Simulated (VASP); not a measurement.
These are PBE GGA with D4 dispersion, VASP's PBE PAW potentials (set 64) (plane waves; VASP) values and carry that method's errors.

The input files of a VASP run:

### INCAR
```
SYSTEM=CuZn
PREC=Accurate; ENCUT=520; LREAL=.False.
LASPH=.True.
EDIFF=1E-7; NELM=100; ALGO=Normal
LMAXMIX=4
ISMEAR=1; SIGMA=0.1
GGA=PE; IVDW=13
ISIF=2
LWAVE=.False.; LCHARG=.False.
```

KPOINTS:
```
Automatic mesh
0
Gamma
12 12 12
0 0 0
```

File POSCAR:
```
CuZn
1
    2.8640462852     0.0000000000     0.0000000000
    0.0000000000     2.8640462852     0.0000000000
    0.0000000000     0.0000000000     2.8640462852
Zn Cu
1 1
Direct
  0.5000000000   0.5000000000   0.5000000000
  0.0000000000   0.0000000000   0.0000000000
```

POTCAR, in this order: Zn Cu (PBE.64 set). Program: vasp_std.

What VASP printed:

**OUTCAR**
```
 ion  position               nearest neighbor table
   1  0.500  0.500  0.500-   2 2.48   2 2.48   2 2.48   2 2.48   2 2.48   2 2.48   2 2.48   2 2.48
  LATTYP: Found a simple cubic cell.
 ALAT       =     2.8640462852
 Subroutine PRICEL returns:
 Original cell was already a primitive cell.
 Subroutine GETGRP returns: Found 48 space group operations
The static configuration has the point symmetry O_h .
The dynamic configuration has the point symmetry O_h .
 Subroutine INISYM returns: Found 48 space group operations
 Subroutine IBZKPT returns following result:
 Found     84 irreducible k-points:

 Following reciprocal coordinates:
            Coordinates               Weight
  0.000000  0.000000  0.000000      1.000000
  0.083333  0.000000  0.000000      6.000000
  0.166667  0.000000  0.000000      6.000000
  0.250000  0.000000  0.000000      6.000000
  0.333333  0.000000  0.000000      6.000000
  0.416667  0.000000  0.000000      6.000000
  0.500000  0.000000  0.000000      3.000000
  0.083333  0.083333  0.000000     12.000000
  0.166667  0.083333  0.000000     24.000000
  0.250000  0.083333  0.000000     24.000000
...
```

OSZICAR:
```
       N       E                     dE             d eps       ncg     rms          rms(c)
DAV:   1     0.109095270787E+03    0.10910E+03   -0.11659E+04  2720   0.260E+03
DAV:   2    -0.305376260254E+01   -0.11215E+03   -0.10885E+03  2527   0.327E+02
DAV:   3    -0.602398230322E+01   -0.29702E+01   -0.29615E+01  3094   0.725E+01
DAV:   4    -0.604342757104E+01   -0.19445E-01   -0.19444E-01  3017   0.516E+00
DAV:   5    -0.604367933210E+01   -0.25176E-03   -0.25176E-03  3287   0.616E-01    0.103E+01
DAV:   6    -0.574183080177E+01    0.30185E+00   -0.16483E+01  2758   0.112E+02    0.572E+00
DAV:   7    -0.489907220654E+01    0.84276E+00   -0.37617E+00  2708   0.110E+02    0.269E+00
DAV:   8    -0.489817316983E+01    0.89904E-03   -0.16867E-01  3010   0.547E+00    0.144E+00
DAV:   9    -0.488777169538E+01    0.10401E-01   -0.17684E-02  3150   0.355E+00    0.835E-02
DAV:  10    -0.488778228880E+01   -0.10593E-04   -0.71920E-04  3945   0.429E-01    0.400E-02
DAV:  11    -0.488777988858E+01    0.24002E-05   -0.45680E-05  3247   0.239E-01    0.919E-03
DAV:  12    -0.488777858068E+01    0.13079E-05   -0.48415E-06  3487   0.616E-02    0.355E-03
DAV:  13    -0.488777801133E+01    0.56935E-06   -0.65382E-07  2966   0.239E-02    0.104E-03
DAV:  14    -0.488777807095E+01   -0.59620E-07   -0.33325E-08  1554   0.579E-03
   1 F= -.58575480E+01 E0= -.58575409E+01  d E =-.213884E-04
```

OUTCAR:
```
------------------------ aborting loop because EDIFF is reached ----------------------------------------
  Edisp (eV):   -0.96977
  FORCE on cell =-STRESS in cart. coord.  units (eV):
  Direction    XX          YY          ZZ          XY          YZ          ZX
  --------------------------------------------------------------------------------------
  Total       1.44651     1.44651     1.44651    -0.00000    -0.00000     0.00000
  in kB      98.64870    98.64870    98.64870    -0.00000    -0.00000     0.00000
  external pressure =       98.65 kB  Pullay stress =        0.00 kB
  volume of cell :       23.49
      direct lattice vectors                 reciprocal lattice vectors
     2.864046285  0.000000000  0.000000000     0.349156368  0.000000000  0.000000000
     0.000000000  2.864046285  0.000000000     0.000000000  0.349156368  0.000000000
     0.000000000  0.000000000  2.864046285     0.000000000  0.000000000  0.349156368
 POSITION                                       TOTAL-FORCE (eV/Angst)
 -----------------------------------------------------------------------------------
      1.43202      1.43202      1.43202         0.000000      0.000000      0.000000
      0.00000      0.00000      0.00000         0.000000      0.000000      0.000000
 -----------------------------------------------------------------------------------
    total drift:                                0.000000      0.000000     -0.000000
  FREE ENERGIE OF THE ION-ELECTRON SYSTEM (eV)
  ---------------------------------------------------
  free  energy   TOTEN  =        -5.8575480009 eV

  energy  without entropy=       -5.8575266125  energy(sigma->0) =       -5.85754087
```
(Selected blocks of OUTCAR.)

The compound is CuZn in the CsCl type structure. This cell is one point of a volume scan, at 0.94 of the reference volume. The electron count is odd and the run is not spin-polarised, which forces a metal.
